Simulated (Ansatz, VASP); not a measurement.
# Sn: VASP beside Ansatz, part 2 of 3

One calculation is typed for both programs; each brings its own data sets. How far apart do they land? The structure shown is the end of the Ansatz relaxation below.

VASP 6.6.1 and Ansatz 0.2.0.

So far: The starting structure; Ansatz: relaxation, LDA.

## 3. VASP: single point, LDA

Level of this step: LDA; plane waves and PAW (Sn_d) (VASP).

The same cell, functional (in two slightly different forms), mesh and smearing now go to VASP, with its own data sets.

Lines of VASP's logs that name or quote its potential files are left out, and so is its time.

The input, INCAR:

```
SYSTEM = Sn
PREC = Accurate
ENCUT = 500
EDIFF = 1E-06
NELM = 120
ISMEAR = 0
SIGMA = 0.015
LREAL = .FALSE.
ALGO = Normal
GGA = CA
NBANDS = 20
LORBIT = 11
LWAVE = .FALSE.
LCHARG = .FALSE.
ISIF = 2
ISYM = 2
LASPH = .TRUE.
GGA_COMPAT = .FALSE.
KPAR = 2
```

The input, POSCAR:

```
Sn
1.0
    0.0000000000      3.2822742013      3.1066196080
    3.2822742013      0.0000000000      3.1066196080
    3.2822742013      3.2822742013      0.0000000000
Sn
2
Direct
    0.4998727938      0.4998727938      0.5000016472
    0.7501272062      0.7501272062      0.7499983528
```

The input, KPOINTS:

```
Points of the shifted mesh
1728
Reciprocal
 0.0416666667  0.0416666667  0.0416666667 1
 0.0416666667  0.0416666667  0.1250000000 1
 0.0416666667  0.0416666667  0.2083333333 1
 0.0416666667  0.0416666667  0.2916666667 1
 0.0416666667  0.0416666667  0.3750000000 1
 0.0416666667  0.0416666667  0.4583333333 1
 0.0416666667  0.0416666667  0.5416666667 1
 0.0416666667  0.0416666667  0.6250000000 1
 0.0416666667  0.0416666667  0.7083333333 1
 0.0416666667  0.0416666667  0.7916666667 1
 0.0416666667  0.0416666667  0.8750000000 1
 0.0416666667  0.0416666667  0.9583333333 1
 0.0416666667  0.1250000000  0.0416666667 1
 0.0416666667  0.1250000000  0.1250000000 1
 0.0416666667  0.1250000000  0.2083333333 1
 0.0416666667  0.1250000000  0.2916666667 1
 0.0416666667  0.1250000000  0.3750000000 1
 0.0416666667  0.1250000000  0.4583333333 1
 0.0416666667  0.1250000000  0.5416666667 1
 0.0416666667  0.1250000000  0.6250000000 1
 0.0416666667  0.1250000000  0.7083333333 1
 0.0416666667  0.1250000000  0.7916666667 1
 0.0416666667  0.1250000000  0.8750000000 1
 0.0416666667  0.1250000000  0.9583333333 1
 0.0416666667  0.2083333333  0.0416666667 1
 0.0416666667  0.2083333333  0.1250000000 1
 0.0416666667  0.2083333333  0.2083333333 1
 0.0416666667  0.2083333333  0.2916666667 1
 0.0416666667  0.2083333333  0.3750000000 1
 0.0416666667  0.2083333333  0.4583333333 1
 0.0416666667  0.2083333333  0.5416666667 1
 0.0416666667  0.2083333333  0.6250000000 1
 0.0416666667  0.2083333333  0.7083333333 1
 0.0416666667  0.2083333333  0.7916666667 1
 0.0416666667  0.2083333333  0.8750000000 1
 0.0416666667  0.2083333333  0.9583333333 1
 0.0416666667  0.2916666667  0.0416666667 1
 0.0416666667  0.2916666667  0.1250000000 1
 0.0416666667  0.2916666667  0.2083333333 1
 0.0416666667  0.2916666667  0.2916666667 1
 0.0416666667  0.2916666667  0.3750000000 1
 0.0416666667  0.2916666667  0.4583333333 1
 0.0416666667  0.2916666667  0.5416666667 1
 0.0416666667  0.2916666667  0.6250000000 1
 0.0416666667  0.2916666667  0.7083333333 1
 0.0416666667  0.2916666667  0.7916666667 1
 0.0416666667  0.2916666667  0.8750000000 1
 0.0416666667  0.2916666667  0.9583333333 1
 0.0416666667  0.3750000000  0.0416666667 1
 0.0416666667  0.3750000000  0.1250000000 1
 0.0416666667  0.3750000000  0.2083333333 1
 0.0416666667  0.3750000000  0.2916666667 1
 0.0416666667  0.3750000000  0.3750000000 1
 0.0416666667  0.3750000000  0.4583333333 1
 0.0416666667  0.3750000000  0.5416666667 1
 0.0416666667  0.3750000000  0.6250000000 1
 0.0416666667  0.3750000000  0.7083333333 1
 0.0416666667  0.3750000000  0.7916666667 1
 0.0416666667  0.3750000000  0.8750000000 1
 0.0416666667  0.3750000000  0.9583333333 1
 0.0416666667  0.4583333333  0.0416666667 1
 0.0416666667  0.4583333333  0.1250000000 1
 0.0416666667  0.4583333333  0.2083333333 1
 0.0416666667  0.4583333333  0.2916666667 1
 0.0416666667  0.4583333333  0.3750000000 1
 0.0416666667  0.4583333333  0.4583333333 1
 0.0416666667  0.4583333333  0.5416666667 1
 0.0416666667  0.4583333333  0.6250000000 1
 0.0416666667  0.4583333333  0.7083333333 1
 0.0416666667  0.4583333333  0.7916666667 1
 0.0416666667  0.4583333333  0.8750000000 1
 0.0416666667  0.4583333333  0.9583333333 1
 0.0416666667  0.5416666667  0.0416666667 1
 0.0416666667  0.5416666667  0.1250000000 1
 0.0416666667  0.5416666667  0.2083333333 1
 0.0416666667  0.5416666667  0.2916666667 1
 0.0416666667  0.5416666667  0.3750000000 1
 0.0416666667  0.5416666667  0.4583333333 1
 0.0416666667  0.5416666667  0.5416666667 1
 0.0416666667  0.5416666667  0.6250000000 1
 0.0416666667  0.5416666667  0.7083333333 1
 0.0416666667  0.5416666667  0.7916666667 1
 0.0416666667  0.5416666667  0.8750000000 1
 0.0416666667  0.5416666667  0.9583333333 1
 0.0416666667  0.6250000000  0.0416666667 1
 0.0416666667  0.6250000000  0.1250000000 1
 0.0416666667  0.6250000000  0.2083333333 1
 0.0416666667  0.6250000000  0.2916666667 1
 0.0416666667  0.6250000000  0.3750000000 1
 0.0416666667  0.6250000000  0.4583333333 1
 0.0416666667  0.6250000000  0.5416666667 1
 0.0416666667  0.6250000000  0.6250000000 1
 0.0416666667  0.6250000000  0.7083333333 1
 0.0416666667  0.6250000000  0.7916666667 1
 0.0416666667  0.6250000000  0.8750000000 1
 0.0416666667  0.6250000000  0.9583333333 1
 0.0416666667  0.7083333333  0.0416666667 1
 0.0416666667  0.7083333333  0.1250000000 1
 0.0416666667  0.7083333333  0.2083333333 1
 0.0416666667  0.7083333333  0.2916666667 1
 0.0416666667  0.7083333333  0.3750000000 1
 0.0416666667  0.7083333333  0.4583333333 1
 0.0416666667  0.7083333333  0.5416666667 1
 0.0416666667  0.7083333333  0.6250000000 1
 0.0416666667  0.7083333333  0.7083333333 1
 0.0416666667  0.7083333333  0.7916666667 1
 0.0416666667  0.7083333333  0.8750000000 1
 0.0416666667  0.7083333333  0.9583333333 1
 0.0416666667  0.7916666667  0.0416666667 1
 0.0416666667  0.7916666667  0.1250000000 1
 0.0416666667  0.7916666667  0.2083333333 1
 0.0416666667  0.7916666667  0.2916666667 1
[... 1390 lines left out ...]
 0.8750000000  0.4583333333  0.1250000000 1
 0.8750000000  0.4583333333  0.2083333333 1
 0.8750000000  0.4583333333  0.2916666667 1
 0.8750000000  0.4583333333  0.3750000000 1
 0.8750000000  0.4583333333  0.4583333333 1
 0.8750000000  0.4583333333  0.5416666667 1
 0.8750000000  0.4583333333  0.6250000000 1
 0.8750000000  0.4583333333  0.7083333333 1
 0.8750000000  0.4583333333  0.7916666667 1
 0.8750000000  0.4583333333  0.8750000000 1
 0.8750000000  0.4583333333  0.9583333333 1
 0.8750000000  0.5416666667  0.0416666667 1
 0.8750000000  0.5416666667  0.1250000000 1
 0.8750000000  0.5416666667  0.2083333333 1
 0.8750000000  0.5416666667  0.2916666667 1
 0.8750000000  0.5416666667  0.3750000000 1
 0.8750000000  0.5416666667  0.4583333333 1
 0.8750000000  0.5416666667  0.5416666667 1
 0.8750000000  0.5416666667  0.6250000000 1
 0.8750000000  0.5416666667  0.7083333333 1
 0.8750000000  0.5416666667  0.7916666667 1
 0.8750000000  0.5416666667  0.8750000000 1
 0.8750000000  0.5416666667  0.9583333333 1
 0.8750000000  0.6250000000  0.0416666667 1
 0.8750000000  0.6250000000  0.1250000000 1
 0.8750000000  0.6250000000  0.2083333333 1
 0.8750000000  0.6250000000  0.2916666667 1
 0.8750000000  0.6250000000  0.3750000000 1
 0.8750000000  0.6250000000  0.4583333333 1
 0.8750000000  0.6250000000  0.5416666667 1
 0.8750000000  0.6250000000  0.6250000000 1
 0.8750000000  0.6250000000  0.7083333333 1
 0.8750000000  0.6250000000  0.7916666667 1
 0.8750000000  0.6250000000  0.8750000000 1
 0.8750000000  0.6250000000  0.9583333333 1
 0.8750000000  0.7083333333  0.0416666667 1
 0.8750000000  0.7083333333  0.1250000000 1
 0.8750000000  0.7083333333  0.2083333333 1
 0.8750000000  0.7083333333  0.2916666667 1
 0.8750000000  0.7083333333  0.3750000000 1
 0.8750000000  0.7083333333  0.4583333333 1
 0.8750000000  0.7083333333  0.5416666667 1
 0.8750000000  0.7083333333  0.6250000000 1
 0.8750000000  0.7083333333  0.7083333333 1
 0.8750000000  0.7083333333  0.7916666667 1
 0.8750000000  0.7083333333  0.8750000000 1
 0.8750000000  0.7083333333  0.9583333333 1
 0.8750000000  0.7916666667  0.0416666667 1
 0.8750000000  0.7916666667  0.1250000000 1
 0.8750000000  0.7916666667  0.2083333333 1
 0.8750000000  0.7916666667  0.2916666667 1
 0.8750000000  0.7916666667  0.3750000000 1
 0.8750000000  0.7916666667  0.4583333333 1
 0.8750000000  0.7916666667  0.5416666667 1
 0.8750000000  0.7916666667  0.6250000000 1
 0.8750000000  0.7916666667  0.7083333333 1
 0.8750000000  0.7916666667  0.7916666667 1
 0.8750000000  0.7916666667  0.8750000000 1
 0.8750000000  0.7916666667  0.9583333333 1
 0.8750000000  0.8750000000  0.0416666667 1
 0.8750000000  0.8750000000  0.1250000000 1
 0.8750000000  0.8750000000  0.2083333333 1
 0.8750000000  0.8750000000  0.2916666667 1
 0.8750000000  0.8750000000  0.3750000000 1
 0.8750000000  0.8750000000  0.4583333333 1
 0.8750000000  0.8750000000  0.5416666667 1
 0.8750000000  0.8750000000  0.6250000000 1
 0.8750000000  0.8750000000  0.7083333333 1
 0.8750000000  0.8750000000  0.7916666667 1
 0.8750000000  0.8750000000  0.8750000000 1
 0.8750000000  0.8750000000  0.9583333333 1
 0.8750000000  0.9583333333  0.0416666667 1
 0.8750000000  0.9583333333  0.1250000000 1
 0.8750000000  0.9583333333  0.2083333333 1
 0.8750000000  0.9583333333  0.2916666667 1
 0.8750000000  0.9583333333  0.3750000000 1
 0.8750000000  0.9583333333  0.4583333333 1
 0.8750000000  0.9583333333  0.5416666667 1
 0.8750000000  0.9583333333  0.6250000000 1
 0.8750000000  0.9583333333  0.7083333333 1
 0.8750000000  0.9583333333  0.7916666667 1
 0.8750000000  0.9583333333  0.8750000000 1
 0.8750000000  0.9583333333  0.9583333333 1
 0.9583333333  0.0416666667  0.0416666667 1
 0.9583333333  0.0416666667  0.1250000000 1
 0.9583333333  0.0416666667  0.2083333333 1
 0.9583333333  0.0416666667  0.2916666667 1
 0.9583333333  0.0416666667  0.3750000000 1
 0.9583333333  0.0416666667  0.4583333333 1
 0.9583333333  0.0416666667  0.5416666667 1
 0.9583333333  0.0416666667  0.6250000000 1
 0.9583333333  0.0416666667  0.7083333333 1
 0.9583333333  0.0416666667  0.7916666667 1
 0.9583333333  0.0416666667  0.8750000000 1
 0.9583333333  0.0416666667  0.9583333333 1
 0.9583333333  0.1250000000  0.0416666667 1
 0.9583333333  0.1250000000  0.1250000000 1
 0.9583333333  0.1250000000  0.2083333333 1
 0.9583333333  0.1250000000  0.2916666667 1
 0.9583333333  0.1250000000  0.3750000000 1
 0.9583333333  0.1250000000  0.4583333333 1
 0.9583333333  0.1250000000  0.5416666667 1
 0.9583333333  0.1250000000  0.6250000000 1
 0.9583333333  0.1250000000  0.7083333333 1
 0.9583333333  0.1250000000  0.7916666667 1
 0.9583333333  0.1250000000  0.8750000000 1
 0.9583333333  0.1250000000  0.9583333333 1
 0.9583333333  0.2083333333  0.0416666667 1
 0.9583333333  0.2083333333  0.1250000000 1
 0.9583333333  0.2083333333  0.2083333333 1
 0.9583333333  0.2083333333  0.2916666667 1
 0.9583333333  0.2083333333  0.3750000000 1
 0.9583333333  0.2083333333  0.4583333333 1
 0.9583333333  0.2083333333  0.5416666667 1
 0.9583333333  0.2083333333  0.6250000000 1
 0.9583333333  0.2083333333  0.7083333333 1
 0.9583333333  0.2083333333  0.7916666667 1
 0.9583333333  0.2083333333  0.8750000000 1
 0.9583333333  0.2083333333  0.9583333333 1
 0.9583333333  0.2916666667  0.0416666667 1
 0.9583333333  0.2916666667  0.1250000000 1
 0.9583333333  0.2916666667  0.2083333333 1
 0.9583333333  0.2916666667  0.2916666667 1
 0.9583333333  0.2916666667  0.3750000000 1
 0.9583333333  0.2916666667  0.4583333333 1
 0.9583333333  0.2916666667  0.5416666667 1
 0.9583333333  0.2916666667  0.6250000000 1
 0.9583333333  0.2916666667  0.7083333333 1
 0.9583333333  0.2916666667  0.7916666667 1
 0.9583333333  0.2916666667  0.8750000000 1
 0.9583333333  0.2916666667  0.9583333333 1
 0.9583333333  0.3750000000  0.0416666667 1
 0.9583333333  0.3750000000  0.1250000000 1
 0.9583333333  0.3750000000  0.2083333333 1
 0.9583333333  0.3750000000  0.2916666667 1
 0.9583333333  0.3750000000  0.3750000000 1
 0.9583333333  0.3750000000  0.4583333333 1
 0.9583333333  0.3750000000  0.5416666667 1
 0.9583333333  0.3750000000  0.6250000000 1
 0.9583333333  0.3750000000  0.7083333333 1
 0.9583333333  0.3750000000  0.7916666667 1
 0.9583333333  0.3750000000  0.8750000000 1
 0.9583333333  0.3750000000  0.9583333333 1
 0.9583333333  0.4583333333  0.0416666667 1
 0.9583333333  0.4583333333  0.1250000000 1
 0.9583333333  0.4583333333  0.2083333333 1
 0.9583333333  0.4583333333  0.2916666667 1
 0.9583333333  0.4583333333  0.3750000000 1
 0.9583333333  0.4583333333  0.4583333333 1
 0.9583333333  0.4583333333  0.5416666667 1
 0.9583333333  0.4583333333  0.6250000000 1
 0.9583333333  0.4583333333  0.7083333333 1
 0.9583333333  0.4583333333  0.7916666667 1
 0.9583333333  0.4583333333  0.8750000000 1
 0.9583333333  0.4583333333  0.9583333333 1
 0.9583333333  0.5416666667  0.0416666667 1
 0.9583333333  0.5416666667  0.1250000000 1
 0.9583333333  0.5416666667  0.2083333333 1
 0.9583333333  0.5416666667  0.2916666667 1
 0.9583333333  0.5416666667  0.3750000000 1
 0.9583333333  0.5416666667  0.4583333333 1
 0.9583333333  0.5416666667  0.5416666667 1
 0.9583333333  0.5416666667  0.6250000000 1
 0.9583333333  0.5416666667  0.7083333333 1
 0.9583333333  0.5416666667  0.7916666667 1
 0.9583333333  0.5416666667  0.8750000000 1
 0.9583333333  0.5416666667  0.9583333333 1
 0.9583333333  0.6250000000  0.0416666667 1
 0.9583333333  0.6250000000  0.1250000000 1
 0.9583333333  0.6250000000  0.2083333333 1
 0.9583333333  0.6250000000  0.2916666667 1
 0.9583333333  0.6250000000  0.3750000000 1
 0.9583333333  0.6250000000  0.4583333333 1
 0.9583333333  0.6250000000  0.5416666667 1
 0.9583333333  0.6250000000  0.6250000000 1
 0.9583333333  0.6250000000  0.7083333333 1
 0.9583333333  0.6250000000  0.7916666667 1
 0.9583333333  0.6250000000  0.8750000000 1
 0.9583333333  0.6250000000  0.9583333333 1
 0.9583333333  0.7083333333  0.0416666667 1
 0.9583333333  0.7083333333  0.1250000000 1
 0.9583333333  0.7083333333  0.2083333333 1
 0.9583333333  0.7083333333  0.2916666667 1
 0.9583333333  0.7083333333  0.3750000000 1
 0.9583333333  0.7083333333  0.4583333333 1
 0.9583333333  0.7083333333  0.5416666667 1
 0.9583333333  0.7083333333  0.6250000000 1
 0.9583333333  0.7083333333  0.7083333333 1
 0.9583333333  0.7083333333  0.7916666667 1
 0.9583333333  0.7083333333  0.8750000000 1
 0.9583333333  0.7083333333  0.9583333333 1
 0.9583333333  0.7916666667  0.0416666667 1
 0.9583333333  0.7916666667  0.1250000000 1
 0.9583333333  0.7916666667  0.2083333333 1
 0.9583333333  0.7916666667  0.2916666667 1
 0.9583333333  0.7916666667  0.3750000000 1
 0.9583333333  0.7916666667  0.4583333333 1
 0.9583333333  0.7916666667  0.5416666667 1
 0.9583333333  0.7916666667  0.6250000000 1
 0.9583333333  0.7916666667  0.7083333333 1
 0.9583333333  0.7916666667  0.7916666667 1
 0.9583333333  0.7916666667  0.8750000000 1
 0.9583333333  0.7916666667  0.9583333333 1
 0.9583333333  0.8750000000  0.0416666667 1
 0.9583333333  0.8750000000  0.1250000000 1
 0.9583333333  0.8750000000  0.2083333333 1
 0.9583333333  0.8750000000  0.2916666667 1
 0.9583333333  0.8750000000  0.3750000000 1
 0.9583333333  0.8750000000  0.4583333333 1
 0.9583333333  0.8750000000  0.5416666667 1
 0.9583333333  0.8750000000  0.6250000000 1
 0.9583333333  0.8750000000  0.7083333333 1
 0.9583333333  0.8750000000  0.7916666667 1
 0.9583333333  0.8750000000  0.8750000000 1
 0.9583333333  0.8750000000  0.9583333333 1
 0.9583333333  0.9583333333  0.0416666667 1
 0.9583333333  0.9583333333  0.1250000000 1
 0.9583333333  0.9583333333  0.2083333333 1
 0.9583333333  0.9583333333  0.2916666667 1
 0.9583333333  0.9583333333  0.3750000000 1
 0.9583333333  0.9583333333  0.4583333333 1
 0.9583333333  0.9583333333  0.5416666667 1
 0.9583333333  0.9583333333  0.6250000000 1
 0.9583333333  0.9583333333  0.7083333333 1
 0.9583333333  0.9583333333  0.7916666667 1
 0.9583333333  0.9583333333  0.8750000000 1
 0.9583333333  0.9583333333  0.9583333333 1
```

The projector-augmented-wave data sets are Sn_d (LDA family, release 64).

The run is started by

```console
> mpirun -np 2 vasp_std
```

The log of the run:

```text
[banner, memory and clock lines left out]
running    2 mpi-ranks, on    1 nodes
 distrk:  each k-point on    1 cores,    2 groups
 distr:  one band on    1 cores,    1 groups

 POSCAR found type information on POSCAR Sn
 POSCAR found :  1 types and       2 ions
 LDA part: xc-table for (Slater(with rela. corr.)+CA(PZ))
 , standard interpolation
 POSCAR, INCAR and KPOINTS ok, starting setup
 FFT: planning ... GRIDC
 FFT: planning ... GRID_SOFT
 FFT: planning ... GRID
 WAVECAR not read
 entering main loop
       N       E                     dE             d eps       ncg     rms          rms(c)
DAV:   1     0.222856923247E+03    0.22286E+03   -0.14800E+04 69572   0.202E+03
DAV:   2     0.147984331874E+02   -0.20806E+03   -0.20427E+03 69320   0.443E+02
DAV:   3    -0.828361501163E+01   -0.23082E+02   -0.22934E+02 78868   0.143E+02
DAV:   4    -0.903492355058E+01   -0.75131E+00   -0.75090E+00 78564   0.293E+01
DAV:   5    -0.906091562096E+01   -0.25992E-01   -0.25992E-01 94340   0.533E+00    0.340E+00
DAV:   6    -0.897141443272E+01    0.89501E-01   -0.44112E-02 86964   0.230E+00    0.191E+00
DAV:   7    -0.892743028293E+01    0.43984E-01   -0.65455E-02 71784   0.230E+00    0.148E-01
DAV:   8    -0.892803642245E+01   -0.60614E-03   -0.56753E-03 80072   0.855E-01    0.554E-02
DAV:   9    -0.892812312465E+01   -0.86702E-04   -0.18886E-04 92980   0.106E-01    0.158E-02
DAV:  10    -0.892812238823E+01    0.73642E-06   -0.15651E-05 93144   0.448E-02    0.408E-03
DAV:  11    -0.892812276200E+01   -0.37378E-06   -0.11707E-06 60464   0.797E-03
   1 F= -.89281228E+01 E0= -.89281097E+01  d E =-.261167E-04
```

[end of part 2 of 3]

[Lines on the potential files, build, host, timing and source positions are cut from VASP's logs without a mark.]

[Logs are printed without paths, hosts, clocks, repeated set-up lines and the standing remarks that a program may print on its own settings, such as how far it seeks lower states.]

[Hosts, paths, dates, database ids (printed as entryN), source tags and the programs' standing remarks are cut or masked in the printed files.]
